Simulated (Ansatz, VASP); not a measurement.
# LiBe: VASP beside Ansatz

```
Li Be
1.0
     2.44425    0.00000    0.00000
    -1.22212    2.11678    0.00000
     0.00000    0.00000    8.65428
Li Be
2 2
Direct
  0.33333 0.66667 0.85569
  0.66667 0.33333 0.14431
  0.33333 0.66667 0.39748
  0.66667 0.33333 0.60252
```

Alike in both runs: functional PBE; k mesh 24 × 24 × 6; occupations gaussian, width 0.1 eV; no spin polarisation.

Ansatz relaxed the structure, and its values are those at the end. VASP's run is a single point on that final structure, the one shown.

|  | VASP | Ansatz |
| --- | --- | --- |
| version | VASP 6.6.1 | Ansatz 0.2.0 |
| potentials or method | VASP PAW PBE potentials, release 64 (Li_sv, Be) | scalar-relativistic, plane waves, PAW |
| plane-wave cutoff (eV) | 520 | 420 |
| valence electrons in the cell | 10 | 10 |

VASP gave:

```
gap on the k mesh at the Fermi level (eV) : none
rms of the force components (eV/Å)        : 0.004
```

Task: Estimate Ansatz's values.

Result: gap on the k mesh at the Fermi level (eV): none; rms of the force components (eV/Å): 0.002.

A gap of «none» marks a metal or a gap that the smearing closes. With one functional, cell and mesh, what is left measures potentials, basis and numerics.
